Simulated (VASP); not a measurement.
```
Ni3Si
1.0
    3.43443     0.00000     0.00000
    0.00000     3.43443     0.00000
    0.00000     0.00000     3.43443
Si Ni
1 3
Cartesian
  0.00000   0.00000   0.00000
  0.00000   1.71722   1.71722
  1.71722   0.00000   1.71722
  1.71722   1.71722   0.00000
```

Level of theory: PBE GGA, VASP's PBE PAW potentials (set 64) (plane waves; VASP 6.6.1). Run with 520 eV cut-off, 9×9×9 Γ-centred mesh, first-order Methfessel-Paxton smearing of 0.10 eV, potentials Si Ni.

Question: Predict the energy per atom (σ→0), pressure, band gap (on the k-mesh) with the smallest direct gap where there is one.

Answer: 
The band gap (on the k-mesh) comes out as none (metal, semimetal or under 0.01 eV) and the energy per atom (σ→0) comes out as -5.891 eV/atom. The pressure comes out as 15.24 GPa.

Only differences to runs with the same potentials and settings are physical.

The compound is Ni3Si in the L1_2 structure. This cell is one point of a volume scan, at 0.94 of the reference volume. The run is not spin-polarised, so no magnetic state was tried.
